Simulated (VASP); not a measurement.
KAl4:

```
CELL_PARAMETERS angstrom
3.79407 0.00000 0.00000
0.00000 3.79407 0.00000
0.00000 0.00000 9.14665
ATOMIC_POSITIONS crystal
K 0.00000 0.00000 0.50000
Al 0.00000 0.00000 0.14341
Al 0.00000 0.00000 0.85659
Al 0.50000 0.50000 0.83977
Al 0.50000 0.50000 0.16023
```

The cell was built by a generator and needn't be a form met in nature.

The cell isn't the ideal one: random cell by space group and Wyckoff sites (P4/mmm, No. 123).

- Program: VASP 6.6.1
- Task: relaxation of cell and atoms
- Functional: PBE
- Potentials or basis: VASP PAW PBE potentials, release 64 (K_sv, Al)
- Cutoff: 600 eV
- k mesh: 10 × 10 × 4
- Occupations: gaussian, width 0.1 eV
- Spin: no spin polarisation

At the start: pressure 0.9 GPa; volume 26.33 Å³/atom.

Q: Where does the relaxation end?

A: Over 10 steps the energy falls by 5.5 meV/atom and the volume is 27.05 Å³/atom (+2.7 %); space group P4/mmm (No. 123, to 0.05 Å).

The path:
| step | energy change (eV) | largest force (eV/Å) | pressure (GPa) | volume (Å³) |
| --- | --- | --- | --- | --- |
| 1 | 0.0000 | 0.1304 | 0.89 | 131.67 |
| 2 | -0.0206 | 0.1265 | 0.01 | 134.46 |
| 3 | -0.0211 | 0.1257 | -0.13 | 135.00 |
| 4 | -0.0228 | 0.1054 | -0.05 | 134.71 |
| 5 | -0.0245 | 0.0597 | 0.13 | 134.11 |
| 6 | -0.0260 | 0.0423 | 0.09 | 134.41 |
| 7 | -0.0270 | 0.0422 | 0.03 | 134.91 |
| 8 | -0.0273 | 0.0228 | -0.01 | 135.19 |
| 9 | -0.0274 | 0.0094 | -0.04 | 135.39 |
| 10 | -0.0274 | 0.0040 | 0.02 | 135.25 |

Final structure:
```yaml
crystal:
  lattice:
    - [3.84836, 0.00000, 0.00000]
    - [0.00000, 3.84836, 0.00000]
    - [0.00000, 0.00000, 9.13238]
  atoms:
    - { symbol: K, position: [0.00000, 0.00000, 0.50000] }
    - { symbol: Al, position: [0.00000, 0.00000, 0.14230] }
    - { symbol: Al, position: [0.00000, 0.00000, 0.85770] }
    - { symbol: Al, position: [0.50000, 0.50000, 0.84608] }
    - { symbol: Al, position: [0.50000, 0.50000, 0.15392] }
```
